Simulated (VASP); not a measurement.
Here is the system:

```
CuZn
1.0
    2.84539     0.00000     0.00000
    0.00000     2.84539     0.00000
    0.00000     0.00000     2.84539
Zn Cu
1 1
Direct
  0.50000   0.50000   0.50000
  0.00000   0.00000   0.00000
```

Level of theory: LDA (Ceperley-Alder, Perdew-Zunger), VASP's LDA PAW potentials (set 64) (plane waves; VASP). Numerical set-up: 520 eV cut-off, 13×13×13 Γ-centred mesh, first-order Methfessel-Paxton smearing of 0.10 eV, potentials Zn Cu.

**Question.** Give the stress tensor in GPa (positive for a compressed cell).

**Answer.** 
```
5.19  0.00  0.00
0.00  5.19  0.00
0.00  0.00  5.19
```
The pressure is its mean diagonal, 5.19 GPa.

The compound is CuZn in the CsCl type structure. This cell is one point of a volume scan, at 0.97 of the reference volume. The electron count is odd and the run is not spin-polarised, which forces a metal.
